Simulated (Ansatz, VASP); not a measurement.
# Cu (Cu(110)) in two plane-wave programs, part 2 of 2

Wanted: the spread between two codes on one cell, functional and k mesh. Of the first pair: The structure shown is the start of the Ansatz relaxation below; VASP solves that cell, so the two are compared at the walk's first step.

VASP 6.6.1 and Ansatz 0.2.0.

So far: Set-up; Ansatz: relaxation, PBE; VASP: single point, PBE, start cell, pair 1.

## Step 4: Comparison

Known differences besides the potentials themselves: the data sets hold 95 valence electrons in Ansatz (on its default PAW (the set named soft_2) files) and 55 in VASP; the cutoff is 420 eV in Ansatz and 520 eV in VASP. Total energies have different zeros and are not compared.

Forces (eV/Å; atoms numbered as in POSCAR):

```
atom        Ansatz x, y, z          VASP x, y, z
 Cu1   0.000, 0.000, 0.328   0.000, 0.000, 0.301
 Cu2  0.000, 0.000, -0.411  0.000, 0.000, -0.411
 Cu3   0.000, 0.000, 0.000   0.000, 0.000, 0.000
 Cu4   0.000, 0.000, 0.411   0.000, 0.000, 0.411
 Cu5  0.000, 0.000, -0.328  0.000, 0.000, -0.301
```

The forces differ by 10.0 meV/Å r.m.s., which is 5.4 % of the r.m.s. force of 0.186 eV/Å (both taken over all components). With vacuum in the cell, a pressure given here is an average over mostly empty space and none of the material.

## Step 5: Ansatz: relaxation, PBE

This run makes the geometry at which the two programs are then compared.

The structure compared here is the end of the Ansatz relaxation.

File input.yaml:

```yaml
crystal:
  lattice:
    - [3.61, 0.0, 0.0]
    - [0.0, 2.5526554801, 0.0]
    - [0.0, 0.0, 23.1053109602]
  atoms:
    - { symbol: Cu, position: [0.0, 0.0, 0.3895208342] }
    - { symbol: Cu, position: [0.5, 0.5, 0.4447604171] }
    - { symbol: Cu, position: [0.0, 0.0, 0.5] }
    - { symbol: Cu, position: [0.5, 0.5, 0.5552395829] }
    - { symbol: Cu, position: [0.0, 0.0, 0.6104791658] }
kpoints:
  mp_grid: { grid: [8, 12, 1] }
hamiltonian:
  xc: pbe
scf:
  occupations: { method: fermi_dirac, width: 0.1 }
  convergence: { dr2_threshold: 1.0e-08 }
efield:
  axis: 3
  dipole_correction: true
  ramp_position: 0.97
  ramp_width: 0.06
relax:
  f_tol: 0.02
  max_steps: 60
  constraints: [{ sites: [0, 1] }]
output:
  write_potential: true
  write_density: true
  volumetric_format: npy
```

Launch:

```sh
ansatz run input.yaml --threads 4 --pin off --max-ram 12288MiB --backend cpu --events-out ev --progress --plain --runs-dir out
```

Numbers of over 12 decimals in the logs are rounded to 6 here.

The log of the run:

```text
[...]
Crystal: 5 atoms, lattice volume = 212.917 Å³
Basis set: ecut = 420 eV, 4169 PW (Γ), exchange–correlation on 50×36×320 points (8 copies of the dense FFT grid, shifted against one another)
Bands: 57, of which v1, the nominal top of the filled ones, is band 48 counted from 1 (47 counted from 0)
Symmetry: 4 space group operations
k-points: 35 of 96
[...]
--- Relaxed structure (3 steps of the walk, 3 accepted, 0 SCFs on fresh bases) ---
  F+E_penalty+E_count = -33124.06517577 eV   max|allowed force component| = 5.219e-3 eV/Å
  atoms:
    - { symbol: Cu, position: [0.0, 0.0, 0.3895208342] }
    - { symbol: Cu, position: [0.5, 0.5, 0.4447604171] }
    - { symbol: Cu, position: [0.0, 0.0, 0.499852] }
    - { symbol: Cu, position: [0.5, 0.5, 0.557720] }
    - { symbol: Cu, position: [0.0, 0.0, 0.608096] }
[key lines of the parts left out:]
SCF converged after 11 iterations
Free energy (F): -33124.065176 eV
Fermi energy:    1.564038 eV
Dipole field:    D = -0.001993 V/Å  (p = -0.002346 e·Å, saw-weighted, corrected)
Work function:   Φ+ = 4.3459 eV   Φ− = 4.2998 eV
```

## Step 6: VASP: single point, PBE, relaxed cell, pair 2

The same cell, functional, mesh and smearing now go to VASP, with its own data sets.

File INCAR:

```
SYSTEM = Cu
PREC = Accurate
ENCUT = 520
EDIFF = 1E-06
NELM = 120
ISMEAR = -1
SIGMA = 0.1
LREAL = .FALSE.
ALGO = Normal
GGA = PE
NBANDS = 34
LASPH = .TRUE.
LORBIT = 11
LWAVE = .FALSE.
LCHARG = .FALSE.
ISIF = 2
LDIPOL = .TRUE.
IDIPOL = 3
DIPOL = 0.5 0.5 0.5
LVHAR = .TRUE.
GGA_COMPAT = .FALSE.
NELMDL = -8
KPAR = 2
```

File POSCAR:

```
Cu
1.0
    3.6100000000      0.0000000000      0.0000000000
    0.0000000000      2.5526554801      0.0000000000
    0.0000000000      0.0000000000     23.1053109602
Cu
5
Direct
    0.0000000000      0.0000000000      0.3895208342
    0.5000000000      0.5000000000      0.4447604171
    0.0000000000      0.0000000000      0.4998519172
    0.5000000000      0.5000000000      0.5577199240
    0.0000000000      0.0000000000      0.6080955147
```

File KPOINTS:

```
Automatic mesh
0
Gamma
8 12 1
0 0 0
```

Potentials, in the order of the species: Cu (PBE family, release 64).

Launch:

```sh
mpirun -np 2 vasp_std
```

The log of the run:

```text
[... set-up lines as in an earlier step ...]
 entering main loop
       N       E                     dE             d eps       ncg     rms          rms(c)
DAV:   1     0.448635396864E+03    0.44864E+03   -0.23054E+04  2380   0.180E+03
DAV:   2     0.134983185675E+02   -0.43514E+03   -0.42166E+03  2382   0.376E+02
DAV:   3    -0.194339489879E+02   -0.32932E+02   -0.31689E+02  2666   0.159E+02
DAV:   4    -0.206679793074E+02   -0.12340E+01   -0.12240E+01  2716   0.370E+01
[...]
DAV:  26    -0.168777084078E+02   -0.43117E-05   -0.10873E-06  1790   0.209E-02    0.462E-04
DAV:  27    -0.168777118828E+02   -0.34750E-05   -0.32176E-07  1568   0.715E-03    0.379E-04
DAV:  28    -0.168777123637E+02   -0.48087E-06   -0.11085E-07  1668   0.415E-03
   1 F= -.16877712E+02 E0= -.16846687E+02  d E =-.620507E-01
```

Parts of OUTCAR (step 6):

```text
  Total       -1.2316673     -1.0173606     -0.2974271      0.0000000      0.0000000      0.0000000
  in kB       -9.2681436     -7.6555123     -2.2381019      0.0000000      0.0000000      0.0000000
  external PRESSURE =      -6.3872526 kB  Pullay stress =       0.0000000 kB

 POSITION                                       TOTAL-FORCE (eV/Angst)
 -----------------------------------------------------------------------------------
      0.00000      0.00000      9.00000         0.000000      0.000000      0.310514
      1.80500      1.27633     10.27633         0.000000      0.000000     -0.339883
      0.00000      0.00000     11.54923         0.000000      0.000000     -0.006524
      1.80500      1.27633     12.88629         0.000000      0.000000      0.001467
      0.00000      0.00000     14.05024         0.000000      0.000000      0.034425
 -----------------------------------------------------------------------------------
    total drift:                                0.000000      0.000000     -0.000334

  FREE ENERGIE OF THE ION-ELECTRON SYSTEM (eV)
  ---------------------------------------------------
  free  energy   TOTEN  =       -16.8777123637 eV

  energy  without entropy=      -16.8156616639  energy(sigma->0) =      -16.84668701

[... 2 parts as in an earlier step ...]

[... 1 further part left out ...]
[key lines of the parts left out:]
E-fermi :  -0.9678
```

## Step 7: Differences

What differs besides the data sets and the points named for the pairs above, as far as they apply: the data sets hold 95 valence electrons in Ansatz (on its default PAW (the set named soft_2) files) and 55 in VASP. Total energies have different zeros and are not compared.

The two programs side by side:

```csv
quantity,Ansatz,VASP,difference
"work function, lower of the two faces (eV)",4.30,4.28,+0.02
"work function, higher of the two faces (eV)",4.35,4.33,+0.02
```

Forces (eV/Å; atoms numbered as in POSCAR):

```csv
atom,"Ansatz x, y, z","VASP x, y, z"
Cu1,"0.000, 0.000, 0.338","0.000, 0.000, 0.311"
Cu2,"0.000, 0.000, -0.340","0.000, 0.000, -0.340"
Cu3,"0.000, 0.000, -0.005","0.000, 0.000, -0.007"
Cu4,"0.000, 0.000, 0.003","0.000, 0.000, 0.001"
Cu5,"0.000, 0.000, 0.005","0.000, 0.000, 0.034"
```

The forces differ by 10 meV/Å r.m.s., which is 8.8 % of the r.m.s. force of 0.119 eV/Å (both taken over all components). With vacuum in the cell, a pressure given here is an average over mostly empty space and none of the material.

## Step 8: What came out

| Item | Value |
| --- | --- |
| r.m.s. force difference (single point, PBE, start cell, pair 1) | 10.0 meV/Å |
| r.m.s. force difference (single point, PBE, relaxed cell, pair 2) | 10 meV/Å |

The r.m.s. force difference is 10 meV/Å (single point, PBE, relaxed cell, pair 2), within the 12 meV/Å picked in this series as the mark of a large difference. The data sets hold unlike numbers of valence electrons (95 in Ansatz and 55 in VASP), so part of the differences comes from the potentials. Such differences can come from data sets, numerical settings and the points named under the comparisons, not from the functional's error against experiment.

[Lines on the potential files, build, host, timing and source positions are cut from VASP's logs without a mark.]

[Logs are printed without paths, hosts, clocks, repeated set-up lines and the standing remarks that a program may print on its own settings, such as how far it seeks lower states.]

[Hosts, paths, dates, database ids (printed as entryN), source tags and the programs' standing remarks are cut or masked in the printed files.]
